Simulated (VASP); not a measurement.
VASP runs on CuCl (zinc blende) share one base input (PBE GGA, plane waves, VASP's PBE PAW potentials (set 64)) and change the settings named in each case.

File KPOINTS:
```
Automatic mesh
0
Gamma
8 8 8
0 0 0
```

File POSCAR:
```
CuCl
1
    0.0000000000     2.7591000000     2.7591000000
    2.7591000000     0.0000000000     2.7591000000
    2.7591000000     2.7591000000     0.0000000000
Cu Cl
1 1
Direct
  0.0000000000   0.0000000000   0.0000000000
  0.2500000000   0.2500000000   0.2500000000
```

INCAR:
```
! general
SYSTEM   =  CuCl
PREC     =  Accurate
ENCUT    =  400
LREAL    =  F   ! projection in real space or not
LASPH    =  T

! electronic loop
EDIFF    =  1E-6   ! SCF stop (eV)
NELM     =  100
ALGO     =  Normal   ! blocked Davidson
LMAXMIX  =  4

! smearing
ISMEAR   =  0   ! Gaussian
SIGMA    =  0.05   ! width (eV)

! functional
GGA      =  PE

! ions
ISIF     =  2

! output
LWAVE    =  F
LCHARG   =  F
```

POTCAR, in this order: Cu Cl (PBE.64 set). Program: vasp_std.

| change | E(σ→0) (eV/atom) | pressure (GPa) | −TS (eV) | irreducible k-points |
|---|---|---|---|---|
| base run | -3.1646 | -2.39 | 0.0000 | 29 |
| KPOINTS 1×1×1 Γ-centred mesh | 0.7342 | 41.05 | -0.0133 | 1 |
| KPOINTS 6×6×6 Γ-centred mesh | -3.1642 | -2.40 | 0.0000 | 16 |
| KPOINTS 7×7×7 Γ-centred mesh | -3.1645 | -2.40 | 0.0000 | 20 |
| KPOINTS 9×9×9 Γ-centred mesh | -3.1646 | -2.39 | 0.0000 | 35 |
| KPOINTS 10×10×10 Γ-centred mesh | -3.1646 | -2.39 | 0.0000 | 47 |
| KPOINTS 11×11×11 Γ-centred mesh | -3.1646 | -2.39 | 0.0000 | 56 |

Left out are runs that ran out of time, are held back, or changed the cell or the kind of run, fixed moments of cells without a moment, rows past the twelfth, gaps on odd meshes, pressures of charged cells and columns that move by less than the noise.

The compound is CuCl in the zinc blende structure. The cell was not relaxed at this level.
